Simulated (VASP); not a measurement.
Given:

```yaml
crystal:
  lattice:
    - [0.00000, 2.27507, 2.27507]
    - [2.27507, 0.00000, 2.27507]
    - [2.27507, 2.27507, 0.00000]
  atoms:
    - { symbol: Ga, position: [0.00000, 0.00000, 0.00000] }
    - { symbol: N, position: [0.25000, 0.25000, 0.25000] }
```

These are PBE GGA with spin-orbit coupling, VASP's PBE PAW potentials (set 64) (plane waves; VASP 6.6.1) values and carry that method's errors. Numerical set-up: 520 eV cut-off, 9×9×9 Γ-centred mesh, Gaussian smearing of 0.050 eV, potentials Ga_d N.

Question: What does the run give for the energy per atom (σ→0), band gap (over mesh and band path) with the smallest direct gap where there is one?

Answer: 
```
Property                                               Result
---------------------------------------------  --------------
band gap (over mesh and band path)                    1.53 eV
smallest direct gap (over mesh and band path)         1.53 eV
energy per atom (σ→0)                          -6.079 eV/atom
```

Total energies compare only between runs with the same potentials, cut-off and functional.

The compound is GaN in the zinc blende structure, a metastable form; wurtzite is the usual one. It was relaxed first.
